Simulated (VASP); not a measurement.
## Initial- and final-state core-level shifts of HW16N

Wanted: the chemical shifts that photoemission would resolve in HW16N.

Main program and level: VASP 6.6.1; LDA, no spin polarisation; plane waves and PAW (H, N, W), in the first sound run; inputs show where later runs differ.

### 1. Starting point

The cell holds 18 atoms: 1 H, 1 N and 16 W. Its edges and angles: a = 6.340 Å, b = 5.491 Å, c = 24.205 Å, α = 90.0°, β = 90.0°, γ = 54.7°. It derives from W. Adsorbate: added NH, site shortbridge, coverage in monolayers 0.25, cell 2x2, faces one. Regions: adsorbate, 2 atoms (1 H and 1 N); layer 1, 4 atoms (4 W); layer 2, 4 atoms (4 W); layer 3, 4 atoms (4 W); other layers, 4 atoms (4 W). Vacuum lies along c.

### 2. Relaxation

The free atoms are relaxed first inside the given cell, which is kept (ISIF = 0), since core levels depend on the positions.

INCAR reads:

```
SYSTEM = HW16N
PREC = Normal
ENCUT = 400
EDIFF = 1E-05
NELM = 100
ISMEAR = 0
SIGMA = 0.1
LREAL = Auto
ALGO = Fast
GGA = CA
NBANDS = 69
LASPH = .TRUE.
LWAVE = .FALSE.
LCHARG = .FALSE.
KPAR = 2
NCORE = 4
IBRION = 2
NSW = 50
ISIF = 0
EDIFFG = -0.05
```

POSCAR reads:

```
HW16N
1.0
    6.3400000000      0.0000000000      0.0000000000
    3.1700000000      4.4830569927      0.0000000000
    0.0000000000      0.0000000000     24.2045854891
H N W
1 1 16
Selective dynamics
Direct
    0.0024099580      0.2500000000      0.6901413580  T T T
    0.0021086180      0.2500000000      0.6475874370  T T T
    0.0000000000      0.0000000000      0.5876814330  T T T
    0.5000000000      0.0000000000      0.5876814330  T T T
    0.0000000000      0.5000000000      0.5876814330  T T T
    0.5000000000      0.5000000000      0.5876814330  T T T
    0.7500000000      0.5000000000      0.4950738360  T T T
    0.2500000000      0.5000000000      0.4950738360  T T T
    0.7500000000      0.0000000000      0.4950738360  T T T
    0.2500000000      0.0000000000      0.4950738360  T T T
    0.0000000000      0.0000000000      0.4024662390  F F F
    0.5000000000      0.0000000000      0.4024662390  F F F
    0.0000000000      0.5000000000      0.4024662390  F F F
    0.5000000000      0.5000000000      0.4024662390  F F F
    0.7500000000      0.5000000000      0.3098586420  F F F
    0.2500000000      0.5000000000      0.3098586420  F F F
    0.7500000000      0.0000000000      0.3098586420  F F F
    0.2500000000      0.0000000000      0.3098586420  F F F
```

KPOINTS reads:

```
Automatic mesh
0
Gamma
4 4 1
0 0 0
```

The projector-augmented-wave data sets are H, N and W (PBE family, release 64).

The run is started by

```
> mpirun -np 8 vasp_std
```

Output:

```text
[banner, memory and clock lines left out]
running    8 mpi-ranks, on    1 nodes
 distrk:  each k-point on    4 cores,    2 groups
 distr:  one band on    4 cores,    1 groups

 POSCAR found type information on POSCAR H N W
 POSCAR found :  3 types and      18 ions
|                                                                             |
|               ----> ADVICE to this user running VASP <----                  |
|                                                                             |
|     You enforced a specific xc type in the INCAR file but a different       |
|     [... a line on the potential file left out ...]
|     I HOPE YOU KNOW WHAT YOU ARE DOING!                                     |
|                                                                             |

 LDA part: xc-table for (Slater(with rela. corr.)+CA(PZ))
 , standard interpolation
 POSCAR, INCAR and KPOINTS ok, starting setup
 FFT: planning ... GRIDC
 FFT: planning ... GRID_SOFT
 FFT: planning ... GRID
 WAVECAR not read
 entering main loop
       N       E                     dE             d eps       ncg     rms          rms(c)
DAV:   1     0.452851998800E+03    0.45285E+03   -0.33641E+04  1380   0.964E+02
DAV:   2    -0.172527554133E+03   -0.62538E+03   -0.59520E+03  1947   0.244E+02
DAV:   3    -0.239641909302E+03   -0.67114E+02   -0.64611E+02  1672   0.780E+01
DAV:   4    -0.244343679321E+03   -0.47018E+01   -0.46115E+01  2216   0.174E+01
DAV:   5    -0.244478160609E+03   -0.13448E+00   -0.13334E+00  2152   0.322E+00    0.866E+01
RMM:   6    -0.232776611963E+03    0.11702E+02   -0.32153E+01  1421   0.155E+01    0.350E+01
RMM:   7    -0.249441970836E+03   -0.16665E+02   -0.30612E+01  1493   0.153E+01    0.212E+01
RMM:   8    -0.239871782107E+03    0.95702E+01   -0.24866E+01  1551   0.137E+01    0.165E+01
RMM:   9    -0.229320527048E+03    0.10551E+02   -0.12719E+01  1582   0.864E+00    0.738E+00
RMM:  10    -0.228390990821E+03    0.92954E+00   -0.14289E+00  1440   0.437E+00    0.389E+00
RMM:  11    -0.228404725050E+03   -0.13734E-01   -0.62044E-01  1876   0.172E+00    0.361E+00
RMM:  12    -0.228319337052E+03    0.85388E-01   -0.26714E-01  1606   0.119E+00    0.228E+00
RMM:  13    -0.228320786509E+03   -0.14495E-02   -0.32530E-01  1646   0.116E+00    0.127E+00
RMM:  14    -0.228298688023E+03    0.22098E-01   -0.38683E-02  1507   0.633E-01    0.756E-01
RMM:  15    -0.228290419028E+03    0.82690E-02   -0.21486E-02  1664   0.345E-01    0.481E-01
RMM:  16    -0.228289267969E+03    0.11511E-02   -0.11258E-02  1763   0.222E-01    0.316E-01
RMM:  17    -0.228289498625E+03   -0.23066E-03   -0.44772E-03  1855   0.139E-01    0.158E-01
RMM:  18    -0.228290124537E+03   -0.62591E-03   -0.10454E-03  1835   0.707E-02    0.107E-01
RMM:  19    -0.228290854098E+03   -0.72956E-03   -0.41263E-04  1494   0.472E-02    0.581E-02
RMM:  20    -0.228291574188E+03   -0.72009E-03   -0.71590E-04  1653   0.515E-02    0.358E-02
RMM:  21    -0.228291888056E+03   -0.31387E-03   -0.16107E-04  1492   0.277E-02    0.372E-02
RMM:  22    -0.228292052222E+03   -0.16417E-03   -0.46333E-05  1010   0.156E-02    0.251E-02
RMM:  23    -0.228292152112E+03   -0.99890E-04   -0.23363E-05   925   0.116E-02    0.177E-02
RMM:  24    -0.228292228577E+03   -0.76465E-04   -0.10305E-05   875   0.756E-03    0.128E-02
RMM:  25    -0.228292302016E+03   -0.73439E-04   -0.60517E-06   867   0.533E-03    0.948E-03
RMM:  26    -0.228292401027E+03   -0.99010E-04   -0.11435E-05   889   0.576E-03    0.377E-03
RMM:  27    -0.228292431319E+03   -0.30292E-04   -0.61613E-06   832   0.489E-03    0.488E-03
RMM:  28    -0.228292463391E+03   -0.32072E-04   -0.50208E-06   836   0.464E-03    0.653E-03
RMM:  29    -0.228292485651E+03   -0.22260E-04   -0.31143E-06   705   0.361E-03    0.472E-03
RMM:  30    -0.228292496995E+03   -0.11344E-04   -0.17134E-06   546   0.291E-03    0.273E-03
RMM:  31    -0.228292500190E+03   -0.31952E-05   -0.12186E-06   650   0.301E-03
   1 F= -.22829250E+03 E0= -.22826372E+03  d E =-.228293E+03
 curvature:   0.00 expect dE= 0.000E+00 dE for cont linesearch  0.000E+00
 trial: gam= 0.00000 g(F)=  0.392E+00 g(S)=  0.000E+00 ort = 0.000E+00 (trialstep = 0.100E+01)
 search vector abs. value=  0.392E+00
 bond charge predicted
       N       E                     dE             d eps       ncg     rms          rms(c)
DAV:   1    -0.228508445995E+03   -0.21595E+00   -0.52070E+01  1380   0.217E+01    0.184E+00
RMM:   2    -0.228548736837E+03   -0.40291E-01   -0.54911E-01  1387   0.272E+00    0.141E+00
RMM:   3    -0.228615957358E+03   -0.67221E-01   -0.26839E-01  1703   0.119E+00    0.140E+00
RMM:   4    -0.228548657823E+03    0.67300E-01   -0.72407E-02  1486   0.679E-01    0.890E-01
RMM:   5    -0.228543378599E+03    0.52792E-02   -0.30144E-02  1588   0.473E-01    0.255E-01
RMM:   6    -0.228543962644E+03   -0.58404E-03   -0.10279E-02  1823   0.222E-01    0.108E-01
RMM:   7    -0.228543873582E+03    0.89061E-04   -0.24561E-03  1635   0.116E-01    0.624E-02
RMM:   8    -0.228543822180E+03    0.51402E-04   -0.73786E-04  1642   0.700E-02    0.263E-02
RMM:   9    -0.228543841846E+03   -0.19666E-04   -0.28287E-04  1734   0.322E-02    0.212E-02
RMM:  10    -0.228543846557E+03   -0.47106E-05   -0.38416E-05  1024   0.145E-02
   2 F= -.22854385E+03 E0= -.22851464E+03  d E =-.251346E+00
[... from here on, the cycles between the ionic steps are left out ...]
   3 F= -.22856061E+03 E0= -.22853123E+03  d E =-.268105E+00
   4 F= -.22853737E+03 E0= -.22850763E+03  d E =0.232304E-01
   5 F= -.22860126E+03 E0= -.22857170E+03  d E =-.406515E-01
   6 F= -.22863859E+03 E0= -.22860992E+03  d E =-.373362E-01
   7 F= -.22864113E+03 E0= -.22861230E+03  d E =-.398763E-01
   8 F= -.22866944E+03 E0= -.22864064E+03  d E =-.283099E-01
   9 F= -.22868140E+03 E0= -.22865253E+03  d E =-.402629E-01
  10 F= -.22867372E+03 E0= -.22864444E+03  d E =-.325867E-01
  11 F= -.22868368E+03 E0= -.22865475E+03  d E =-.425517E-01
  12 F= -.22870012E+03 E0= -.22867157E+03  d E =-.164343E-01
  13 F= -.22870014E+03 E0= -.22867159E+03  d E =-.164553E-01
  14 F= -.22869899E+03 E0= -.22867041E+03  d E =0.115074E-02
  15 F= -.22870540E+03 E0= -.22867683E+03  d E =-.525614E-02
  16 F= -.22871136E+03 E0= -.22868283E+03  d E =-.595942E-02
  17 F= -.22871266E+03 E0= -.22868415E+03  d E =-.726094E-02
  18 F= -.22871200E+03 E0= -.22868352E+03  d E =-.660855E-02
  19 F= -.22871291E+03 E0= -.22868443E+03  d E =-.751725E-02
  20 F= -.22871542E+03 E0= -.22868697E+03  d E =-.250692E-02
  21 F= -.22871551E+03 E0= -.22868707E+03  d E =-.259918E-02
  22 F= -.22871540E+03 E0= -.22868701E+03  d E =0.108597E-03
  23 F= -.22871603E+03 E0= -.22868761E+03  d E =-.520764E-03
  24 F= -.22871643E+03 E0= -.22868818E+03  d E =-.397666E-03
 trial-energy change:   -0.000398  1 .order   -0.000382   -0.001136    0.000372
 step:   0.6417(harm=  0.6417)  dis= 0.00195  next Energy=  -228.716461 (dE=-0.428E-03)
 bond charge predicted
       N       E                     dE             d eps       ncg     rms          rms(c)
DAV:   1    -0.228716464170E+03   -0.34339E-04   -0.15210E-02  1440   0.410E-01    0.274E-02
RMM:   2    -0.228716473095E+03   -0.89245E-05   -0.17798E-04  1383   0.505E-02    0.227E-02
RMM:   3    -0.228716475194E+03   -0.20997E-05   -0.40467E-05  1011   0.184E-02
  25 F= -.22871648E+03 E0= -.22868818E+03  d E =-.441874E-03
 curvature:  -0.72 expect dE=-0.243E-03 dE for cont linesearch -0.989E-07
 trial: gam= 0.16200 g(F)=  0.335E-03 g(S)=  0.000E+00 ort = 0.203E-04 (trialstep = 0.810E+00)
 search vector abs. value=  0.421E-03
 reached required accuracy - stopping structural energy minimisation
```

Run time: 3.2 min. Hardware: 8 MPI ranks of Intel Xeon 6975P-C (Granite Rapids), shared host; peak memory 1.8 GiB; 25 min of CPU time.

Lines that name or quote the potential files are left out of all logs, and their timing lines are given in words.

OUTCAR, selected parts (step 2):

```text
ion  position               nearest neighbor table
   1  0.002  0.250  0.690-   2 1.03
   2  0.002  0.250  0.648-   1 1.03   5 1.99   3 2.00
   3  0.000  0.000  0.588-   2 2.00   5 2.75   5 2.75   6 2.75   6 2.75  10 2.75   9 2.75   4 3.17
                             4 3.17   7 3.17   8 3.17
   4  0.500  0.000  0.588-   6 2.75   5 2.75   6 2.75   5 2.75  10 2.75   9 2.75   3 3.17   3 3.17
                             8 3.17   7 3.17
   5  0.000  0.500  0.588-   2 1.99   3 2.75   3 2.75   4 2.75   4 2.75   8 2.75   7 2.75   6 3.17
                             6 3.17   9 3.17  10 3.17
   6  0.500  0.500  0.588-   4 2.75   3 2.75   4 2.75   3 2.75   8 2.75   7 2.75   5 3.17   5 3.17
                            10 3.17   9 3.17
   7  0.750  0.500  0.495-   9 2.75   9 2.75  10 2.75  10 2.75   5 2.75   6 2.75  14 2.75  13 2.75
                             8 3.17   8 3.17   4 3.17   3 3.17  12 3.17  11 3.17
   8  0.250  0.500  0.495-  10 2.75   9 2.75  10 2.75   9 2.75   5 2.75   6 2.75  14 2.75  13 2.75
                             7 3.17   7 3.17   3 3.17   4 3.17  11 3.17  12 3.17
   9  0.750  0.000  0.495-   7 2.75   7 2.75   8 2.75   8 2.75   3 2.75   4 2.75  12 2.75  11 2.75
                            10 3.17  10 3.17   6 3.17   5 3.17  14 3.17  13 3.17
  10  0.250  0.000  0.495-   8 2.75   7 2.75   8 2.75   7 2.75   3 2.75   4 2.75  12 2.75  11 2.75
                             9 3.17   9 3.17   5 3.17   6 3.17  13 3.17  14 3.17
  11  0.000  0.000  0.402-  13 2.75  13 2.75  14 2.75  14 2.75  18 2.75  17 2.75   9 2.75  10 2.75
                            12 3.17  12 3.17  15 3.17  16 3.17   8 3.17   7 3.17
  12  0.500  0.000  0.402-  14 2.75  13 2.75  14 2.75  13 2.75  18 2.75  17 2.75   9 2.75  10 2.75
                            11 3.17  11 3.17  16 3.17  15 3.17   7 3.17   8 3.17
  13  0.000  0.500  0.402-  11 2.75  11 2.75  12 2.75  12 2.75  16 2.75  15 2.75   7 2.75   8 2.75
                            14 3.17  14 3.17  17 3.17  18 3.17  10 3.17   9 3.17
  14  0.500  0.500  0.402-  12 2.75  11 2.75  12 2.75  11 2.75  16 2.75  15 2.75   7 2.75   8 2.75
                            13 3.17  13 3.17  18 3.17  17 3.17   9 3.17  10 3.17
  15  0.750  0.500  0.310-  17 2.75  17 2.75  18 2.75  18 2.75  13 2.75  14 2.75  16 3.17  16 3.17
                            12 3.17  11 3.17
  16  0.250  0.500  0.310-  18 2.75  17 2.75  18 2.75  17 2.75  13 2.75  14 2.75  15 3.17  15 3.17
                            11 3.17  12 3.17
  17  0.750  0.000  0.310-  15 2.75  15 2.75  16 2.75  16 2.75  11 2.75  12 2.75  18 3.17  18 3.17
                            14 3.17  13 3.17
  18  0.250  0.000  0.310-  16 2.75  15 2.75  16 2.75  15 2.75  11 2.75  12 2.75  17 3.17  17 3.17
                            13 3.17  14 3.17

  LATTYP: Found a base centered orthorhombic cell.
 ALAT       =     6.3400000000
 B/A-ratio  =     1.4142135624
 C/A-ratio  =     3.8177579636

 Subroutine GETGRP returns: Found  1 space group operations
 (whereof  1 operations were pure point group operations)

The static configuration has the point symmetry C_1 .

 Found     10 irreducible k-points:

   k-points           NKPTS =     10   k-points in BZ     NKDIM =     10   number of bands    NBANDS=     69

   dimension x,y,z NGX =    32 NGY =   28 NGZ =  120
   dimension x,y,z NGXF=    64 NGYF=   56 NGZF=  240

   ENCUT  =  400.0 eV  29.40 Ry    5.42 a.u.  10.34  8.95 39.47*2*pi/ulx,y,z

   NELECT =     102.0000    total number of electrons

 k-points in reciprocal lattice and weights: Automatic mesh
   0.00000000  0.00000000  0.00000000       0.062
   0.25000000  0.00000000  0.00000000       0.125
   0.25000000  0.25000000  0.00000000       0.125
   0.50000000  0.00000000  0.00000000       0.062
   0.50000000  0.50000000  0.00000000       0.062
   0.00000000  0.25000000  0.00000000       0.125
   0.50000000  0.25000000  0.00000000       0.125
  -0.25000000  0.25000000  0.00000000       0.125
  -0.25000000  0.50000000  0.00000000       0.125
   0.00000000  0.50000000  0.00000000       0.062

 average (electrostatic) potential at core
       1 -38.9239       2 -69.4543       3 -45.1947       4 -45.1119       5 -45.1831
       6 -45.1004       7 -45.1074       8 -45.0307       9 -45.0312      10 -45.1098
      11 -45.1895      12 -45.1644      13 -45.1902      14 -45.1642      15 -45.1329
      16 -45.1429      17 -45.1440      18 -45.1336

 E-fermi :   0.0027

 k-point     1 :       0.0000    0.0000    0.0000
  band No.  band energies     occupation
    ...
     42      -1.1414      2.00000
     43      -0.9825      2.00000
     44      -0.8630      2.00000
     45      -0.8446      2.00000
     46      -0.1363      1.95063
     47       0.5575      0.00000
     48       0.6124      0.00000
     49       0.7359      0.00000
     50       0.8015      0.00000
     51       0.8549      0.00000
    ...

 k-point     2 :       0.2500    0.0000    0.0000
  band No.  band energies     occupation
    ...
     47      -0.2776      1.99993
     48      -0.2097      1.99732
     49      -0.1855      1.99221
     50      -0.1213      1.92039
     51      -0.0421      1.47330
     52       0.5033      0.00000
     53       0.7314      0.00000
     54       0.9067      0.00000
     55       1.0640      0.00000
     56       1.2446      0.00000
    ...

 k-point     3 :       0.2500    0.2500    0.0000
  band No.  band energies     occupation
    ...
     47      -0.2985      1.99998
     48      -0.2193      1.99830
     49      -0.1960      1.99503
     50      -0.1398      1.95609
     51       0.0088      0.93095
     52       0.5209      0.00000
     53       0.6165      0.00000
     54       0.8606      0.00000
     55       0.9668      0.00000
     56       1.2430      0.00000
    ...

  energy-cutoff  :      400.00
  volume of cell :      687.96
      direct lattice vectors                 reciprocal lattice vectors
     6.340000000  0.000000000  0.000000000     0.157728707 -0.111531038  0.000000000
     3.170000000  4.483056993  0.000000000     0.000000000  0.223062076  0.000000000
     0.000000000  0.000000000 24.204585489     0.000000000  0.000000000  0.041314486

 POSITION                                       TOTAL-FORCE (eV/Angst)
 -----------------------------------------------------------------------------------
      0.81535      1.11064     16.55383         0.020814     -0.015042      0.017563
      0.81521      1.10907     15.52591         0.023624     -0.019757     -0.007058
      3.16966      4.43637     14.14204        -0.002185      0.001073     -0.021946
      6.37099      4.46327     14.02467        -0.021785      0.023965      0.003024
      7.92136      2.29690     14.13959        -0.008769      0.010919     -0.027738
      4.71986      2.26254     14.01940         0.009241     -0.021533     -0.004849
      6.34012      2.21955     11.94557        -0.000498      0.006915      0.007341
      3.17993      2.26509     11.93224        -0.022639      0.004378      0.023533
      7.91198      4.46082     11.92962         0.012483     -0.003134      0.022585
      1.58302      0.02367     11.94569        -0.000963     -0.002270      0.005886
      0.00000      0.00000      9.74153         0.077167      0.141913     -1.196966
      3.17000      0.00000      9.74153         0.098691      0.004887     -0.964235
      1.58500      2.24153      9.74153        -0.085965     -0.138695     -1.202281
      4.75500      2.24153      9.74153        -0.102436      0.012827     -0.976330
      6.34000      2.24153      7.50000         0.090941     -0.041505      1.061546
      3.17000      2.24153      7.50000        -0.010901     -0.013278      1.102035
      4.75500      0.00000      7.50000         0.012563      0.008421      1.102032
      1.58500      0.00000      7.50000        -0.089384      0.039916      1.055858
 -----------------------------------------------------------------------------------
    total drift:                               -0.009579      0.008466     -0.062571

  FREE ENERGIE OF THE ION-ELECTRON SYSTEM (eV)
  ---------------------------------------------------
  free  energy   TOTEN  =      -228.7164751945 eV

  energy  without entropy=     -228.6598920571  energy(sigma->0) =     -228.68818363

 reached required accuracy - stopping structural energy minimisation

[... 3 further parts left out ...]
```

CONTCAR:

```
HW16N
   1.00000000000000
     6.3399999999999999    0.0000000000000000    0.0000000000000000
     3.1699999999999999    4.4830569926999999    0.0000000000000000
     0.0000000000000000    0.0000000000000000   24.2045854891000012
  H               N               W
     1     1    16
Selective dynamics
Direct
     0.0047334358500024    0.2477424691335540    0.6839131352126776   T   T   T
     0.0048866197001411    0.2473907583018342    0.6414451738827480   T   T   T
     0.0051532251429303    0.9895853821162904    0.5842712084289183   T   T   T
     0.5070954548382369    0.9955855818117734    0.5794222193982748   T   T   T
     0.9932498461368764    0.5123514284594234    0.5841698317571599   T   T   T
     0.4921145816947079    0.5046861045527782    0.5792042458973631   T   T   T
     0.7524706963474479    0.4950964465128128    0.4935250048397331   T   T   T
     0.2489391957471503    0.5052545646305278    0.4929741724132282   T   T   T
     0.7504267564562143    0.9950394213753112    0.4928662799583973   T   T   T
     0.2470474473284744    0.0052792360872850    0.4935299980572056   T   T   T
     0.0000000000000000    0.0000000000000000    0.4024662389999989   F   F   F
     0.5000000000000000    0.0000000000000000    0.4024662389999989   F   F   F
     0.0000000000000000    0.5000000000000000    0.4024662389999989   F   F   F
     0.5000000000000000    0.5000000000000000    0.4024662389999989   F   F   F
     0.7500000000000000    0.5000000000000000    0.3098586420000018   F   F   F
     0.2500000000000000    0.5000000000000000    0.3098586420000018   F   F   F
     0.7500000000000000    0.0000000000000000    0.3098586420000018   F   F   F
     0.2500000000000000    0.0000000000000000    0.3098586420000018   F   F   F
```

The PAW data sets were made with PBE, though LDA sets exist; this is a small mismatch. The data set W keeps the semicore shell frozen, which is cheaper and a little less accurate.

(Part 1 of 3 ends here.)

[Lines on the potential files, build, host, timing and source positions are cut from VASP's logs without a mark.]

[Logs are printed without paths, hosts, clocks, repeated set-up lines and the standing remarks that a program may print on its own settings, such as how far it seeks lower states.]

[Hosts, paths, dates, database ids (printed as entryN), source tags and the programs' standing remarks are cut or masked in the printed files.]
